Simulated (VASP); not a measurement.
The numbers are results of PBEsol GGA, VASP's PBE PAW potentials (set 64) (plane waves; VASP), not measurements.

Input for VASP

File POSCAR:
```
BPt
1
    2.7811680132     0.0000000000     0.0000000000
    0.0000000000     2.7811680132     0.0000000000
    0.0000000000     0.0000000000     2.7394504930
Pt B
1 1
Direct
  0.0000000000   0.0000000000   0.0000000000
  0.5000000000   0.5000000000   0.5000000000
```

File KPOINTS:
```
kpoints
0
Gamma
  12 12 12
0 0 0
```

### INCAR
```
SYSTEM = BPt
PREC = Accurate; ENCUT = 600; LREAL = .FALSE.
LASPH = .TRUE.
EDIFF = 1E-7; NELM = 100; ALGO = Normal
LMAXMIX = 6
ISMEAR = 1; SIGMA = 0.1
GGA = PS
ISIF = 2
LWAVE = .FALSE.; LCHARG = .FALSE.
```

POTCAR, in this order: Pt B (PBE.64 set). Program: vasp_std.

Output of the run:

**OSZICAR**
```
       N       E                     dE             d eps       ncg     rms          rms(c)
DAV:   1     0.537339438720E+02    0.53734E+02   -0.70596E+03  4056   0.130E+03
DAV:   2    -0.125044566286E+02   -0.66238E+02   -0.62922E+02  4286   0.236E+02
DAV:   3    -0.141388098498E+02   -0.16344E+01   -0.15838E+01  4488   0.356E+01
DAV:   4    -0.141504350690E+02   -0.11625E-01   -0.11601E-01  4202   0.299E+00
DAV:   5    -0.141504956427E+02   -0.60574E-04   -0.60570E-04  4356   0.245E-01    0.193E+01
DAV:   6    -0.132418724850E+02    0.90862E+00   -0.11029E+01  3926   0.273E+01    0.115E+01
DAV:   7    -0.129763081220E+02    0.26556E+00   -0.11529E+00  3928   0.986E+00    0.668E+00
DAV:   8    -0.129541757682E+02    0.22132E-01   -0.50745E-02  4160   0.191E+00    0.757E-01
DAV:   9    -0.129500395889E+02    0.41362E-02   -0.10837E-02  4018   0.907E-01    0.203E-01
DAV:  10    -0.129497207462E+02    0.31884E-03   -0.12630E-03  4110   0.270E-01    0.449E-02
DAV:  11    -0.129497181133E+02    0.26329E-05   -0.49534E-05  4196   0.570E-02    0.690E-03
DAV:  12    -0.129497181279E+02   -0.14560E-07   -0.76434E-07  4124   0.725E-03
   1 F= -.12949718E+02 E0= -.12950068E+02  d E =0.104886E-02
```

File OUTCAR:
```
------------------------ aborting loop because EDIFF is reached ----------------------------------------
  FORCE on cell =-STRESS in cart. coord.  units (eV):
  Direction    XX          YY          ZZ          XY          YZ          ZX
  --------------------------------------------------------------------------------------
  Total        0.5961922      0.5961922      0.6251851      0.0000000      0.0000000      0.0000000
  in kB       45.0794866     45.0794866     47.2717043      0.0000000      0.0000000      0.0000000
  external PRESSURE =      45.8102258 kB  Pullay stress =       0.0000000 kB
  volume of cell :       21.19
      direct lattice vectors                 reciprocal lattice vectors
     2.781168013  0.000000000  0.000000000     0.359561161  0.000000000  0.000000000
     0.000000000  2.781168013  0.000000000     0.000000000  0.359561161  0.000000000
     0.000000000  0.000000000  2.739450493     0.000000000  0.000000000  0.365036712
 POSITION                                       TOTAL-FORCE (eV/Angst)
 -----------------------------------------------------------------------------------
      0.00000      0.00000      0.00000         0.000000      0.000000      0.000000
      1.39058      1.39058      1.36973         0.000000      0.000000      0.000000
 -----------------------------------------------------------------------------------
    total drift:                               -0.000000      0.000000      0.000000
  FREE ENERGIE OF THE ION-ELECTRON SYSTEM (eV)
  ---------------------------------------------------
  free  energy   TOTEN  =       -12.9497181279 eV

  energy  without entropy=      -12.9507669874  energy(sigma->0) =      -12.95006775
```
(Selected blocks of OUTCAR.)

The structure was generated: BPt was put into the CsCl type (Pm-3m), which need not be its known phase. This cell was strained or had an atom moved on purpose. The electron count is odd and the run is not spin-polarised, which forces a metal.
